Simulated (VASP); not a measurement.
Given:

```
CELL_PARAMETERS angstrom
      0.00000     2.58907     2.58907
      2.58907     0.00000     2.58907
      2.58907     2.58907     0.00000
ATOMIC_POSITIONS crystal
  Mg 0.00000 0.00000 0.00000
  S  0.50000 0.50000 0.50000
```

The numbers are results of PBEsol GGA, VASP's PBE PAW potentials (set 64) (plane waves; VASP 6.6.1), not measurements. Settings: 400 eV cut-off, Gaussian smearing of 0.050 eV, potentials Mg S.

Give the energies of bands 2 to 7 at the high-symmetry points, in eV from the valence-band maximum.

```csv
band,Γ,X,U,L,W
2,0.00,-4.34,-3.83,-4.97,-3.35
3,0.00,-1.74,-3.29,-0.62,-3.35
4,0.00,-1.74,-1.41,-0.62,-2.44
5,3.71,2.73,3.84,4.42,5.27
6,7.84,4.20,6.62,6.84,7.87
7,7.84,12.02,9.71,6.84,7.87
```

The gap is indirect, 2.73 eV, from the valence maximum at Γ to the conduction minimum at X.

The compound is MgS in the rock salt structure. It was relaxed first.
